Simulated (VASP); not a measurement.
```xyz
6
Lattice="-1.8496 1.8496 4.2125 1.8496 -1.8496 4.2125 1.8496 1.8496 -4.2125" Properties=species:S:1:pos:R:3 pbc="T T T"
Ti     0.0000     1.8496     2.1063
Ti     0.0000     0.0000     0.0000
O      0.0000     1.8496     0.2059
O      0.0000     0.0000     6.5247
O      0.0000     0.0000     1.9003
O      0.0000     1.8496     4.0066
```

These are LDA (Ceperley-Alder, Perdew-Zunger), VASP's LDA PAW potentials (set 64) (plane waves; VASP 6.6.1) values and carry that method's errors. Run with 620 eV cut-off, 8×8×8 Γ-centred mesh, Gaussian smearing of 0.050 eV, potentials Ti_sv O.

Problem. Estimate the energy per atom (σ→0), pressure, band gap (on the k-mesh) with the smallest direct gap where there is one.

Solution. 
band gap (on the k-mesh): 1.64 eV
smallest direct gap (on the k-mesh): 2.29 eV
energy per atom (σ→0): -9.677 eV/atom
pressure: 30.08 GPa

The compound is TiO2 in the anatase structure, one of several forms; rutile is the usual stable one. It was relaxed first under an external pressure of 30 GPa.
